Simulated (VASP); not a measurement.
VASP ran on this input.

INCAR:
```
IBRION  =  2
ISMEAR  =  1   ! Methfessel-Paxton
PREC  =  Accurate
ALGO  =  Normal   ! blocked Davidson
SYSTEM  =  TlAs
NSW  =  60
ENCUT  =  400   ! plane-wave cut-off (eV)
LASPH  =  .TRUE.   ! aspherical one-centre terms
NELM  =  100
LREAL  =  .FALSE.
ISIF  =  3
LWAVE  =  .FALSE.
EDIFF  =  1E-6
LMAXMIX  =  4   ! l cut-off of mixed one-centre charges
LCHARG  =  .FALSE.
EDIFFG  =  -0.01   ! ionic stop
GGA  =  PS
SIGMA  =  0.1   ! width (eV)
```

File KPOINTS:
```
Automatic
0
gamma
  9 9 9
0 0 0
```

File POSCAR:
```
TlAs
1
    0.0000000000     3.1166508342     3.1166508342
    3.1166508342    -0.0000000000     3.1166508342
    3.1166508342     3.1166508342     0.0000000000
Tl As
1 1
Direct
  0.0000000000   0.0000000000   0.0000000000
  0.2500000000   0.2500000000   0.2500000000
```

POTCAR, in this order: Tl_d As (PBE.64 set). Program: vasp_std.

**Question.** Write an equivalent input for Quantum ESPRESSO's pw.x.

**Answer.** One equivalent input (not run):
```
&CONTROL
  calculation = 'vc-relax'
  pseudo_dir = './pseudo'
  outdir = './out'
  tprnfor = .true.
  tstress = .true.
  nstep = 60
  forc_conv_thr = 0.00039
/
&SYSTEM
  ibrav = 0
  nat = 2
  ntyp = 2
  ecutwfc = 84
  occupations = 'smearing'
  smearing = 'methfessel-paxton'
  degauss = 0.00735
  input_dft = 'pbesol'
/
&ELECTRONS
  conv_thr = 7.3e-08
  electron_maxstep = 100
/
&IONS
/
&CELL
/
ATOMIC_SPECIES
  Tl 204.380 Tl.upf
  As 74.922 As.upf
CELL_PARAMETERS angstrom
     0.0000000    3.1166508    3.1166508
     3.1166508   -0.0000000    3.1166508
     3.1166508    3.1166508    0.0000000
ATOMIC_POSITIONS crystal
  Tl   0.0000000  0.0000000  0.0000000
  As   0.2500000  0.2500000  0.2500000
K_POINTS automatic
  9 9 9 0 0 0
```
Limits of the translation: the potentials are each code's own (VASP's PAW set, PseudoDojo norm-conserving files in pw.x), so ENCUT and ecutwfc are chosen apart and not converted; conv_thr bounds pw.x's estimated SCF error, while EDIFF bounds the energy change between steps; forc_conv_thr acts on force components and is met together with etot_conv_thr.

The structure was generated: TlAs was put into the zinc blende type (F-43m), which need not be its known phase. This run relaxes it. Symmetry was kept, so distortions that lower it aren't found. The start is the result of an earlier pass.
